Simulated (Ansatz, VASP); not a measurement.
## One calculation of TiRh, two programs

The input INCAR:

```
SYSTEM = TiRh
PREC = Accurate
ENCUT = 520
EDIFF = 1E-8
ISMEAR = -1
SIGMA = 0.05
LREAL = .False.
LASPH = .True.
NELM = 60
ALGO = Normal
ISIF = 2
LWAVE = .False.
LCHARG = .False.
LEFG = .True.
NBANDS = 20
```

File KPOINTS:

```
Automatic mesh
0
Gamma
  12 12 11
  0 0 0
```

The input POSCAR:

```
TiRh
1.0
    2.2386528970      0.0000000000      0.0000000000
    0.0000000000      2.2386528970      0.0000000000
    0.0000000000      0.0000000000      2.9840251196
Ti Rh
1 1
Direct
    0.5000000000      0.5000000000      0.5000000000
    0.0000000000      0.0000000000      0.0000000000
```

Input for Ansatz:

```yaml
crystal:
  lattice:
    - [2.238652897, 0.0, 0.0]
    - [0.0, 2.238652897, 0.0]
    - [0.0, 0.0, 2.9840251196]
  atoms:
    - { symbol: Ti, position: [0.5, 0.5, 0.5] }
    - { symbol: Rh, position: [0.0, 0.0, 0.0] }
kpoints:
  mp_grid: { grid: [12, 12, 11] }
  band_path:
    path:
      - [0.0, 0.0, 0.0]
      - [0.0, 0.5, 0.0]
      - [0.5, 0.5, 0.0]
      - [0.0, 0.0, 0.0]
      - [0.0, 0.0, 0.5]
      - [0.0, 0.5, 0.5]
      - [0.5, 0.5, 0.5]
      - [0.0, 0.0, 0.5]
      - [0.0, 0.5, 0.0]
    npoints: 6
scf:
  occupations: { method: fermi_dirac, width: 0.05 }
hamiltonian:
  xc: lda
  pseudopotentials: { kind: paw }
output:
  forces: true
  stress: true
  eigenvalues: true
  efg: { contact_densities: true }
  populations: true
```

Change from the starting cell: volume scaled by 0.5, PAW files.

Alike in both runs: task electric field gradients; functional LDA; k mesh 12 × 12 × 11; occupations fermi-dirac, width 0.05 eV; no spin polarisation.

|  | VASP | Ansatz |
| --- | --- | --- |
| version | VASP 6.6.1 | Ansatz 0.2.0 |
| potentials or method | VASP PAW LDA potentials, release 64 (Ti_sv, Rh_pv) | PAW with Ansatz's default frozen-core files, scalar-relativistic |
| plane-wave cutoff (eV) | 520 | 420 |
| valence electrons in the cell | 27 | 29 |

Ansatz gave:

| Quantity | Value |
| --- | --- |
| pressure (GPa) | 501.8 |
| largest component of the traceless stress (GPa) | 0.07 |
| Vzz of the field gradient on the site that differs most (V/Å²) | 239.7 |

Q: Estimate VASP's values.

A: Pressure (GPa): 511.1; largest component of the traceless stress (GPa): 1.16; Vzz of the field gradient on the site that differs most (V/Å²): 247.1.

The two sets of potentials don't hold the same shells in valence. Ansatz warned: «gradients_without_spin_orbit».

Caveats: the cell as given lies far from equilibrium; so large a pressure means that the cell lies far from this level's equilibrium, or that cutoff or potentials fall short (VASP).
